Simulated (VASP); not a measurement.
Here is the system:

```yaml
crystal:
  lattice:
    - [2.94422, 0.00000, 0.00000]
    - [0.00000, 2.94422, 0.00000]
    - [0.00000, 0.00000, 2.94422]
  atoms:
    - { symbol: Zn, position: [0.50000, 0.50000, 0.50000] }
    - { symbol: Cu, position: [0.00000, 0.00000, 0.00000] }
```

These are rev-vdW-DF2, VASP's PBE PAW potentials (set 64) (plane waves; VASP) values and carry that method's errors. Settings: 520 eV cut-off, Gaussian smearing of 0.050 eV, potentials Zn Cu.

Q: Give the energies of bands 4 to 14 at the high-symmetry points, in eV from the Fermi level.

A: 
```tsv
band	Γ	X	M	R
4	-7.23	-7.39	-7.49	-6.93
5	-7.23	-7.15	-6.95	-6.93
6	-7.23	-6.11	-4.71	-4.32
7	-3.62	-5.19	-3.41	-4.32
8	-3.62	-3.73	-2.92	-4.32
9	-2.78	-3.32	-2.92	-2.52
10	-2.78	-3.32	-2.54	-2.52
11	-2.78	-2.85	-1.85	3.71
12	6.20	-2.05	-1.85	4.39
13	6.20	11.66	1.70	4.39
14	6.20	11.66	2.07	4.39
```

It has no gap at this level: it comes out as a metal or semimetal.

The compound is CuZn in the CsCl type structure. It was relaxed first. The electron count is odd and the run is not spin-polarised, which forces a metal.
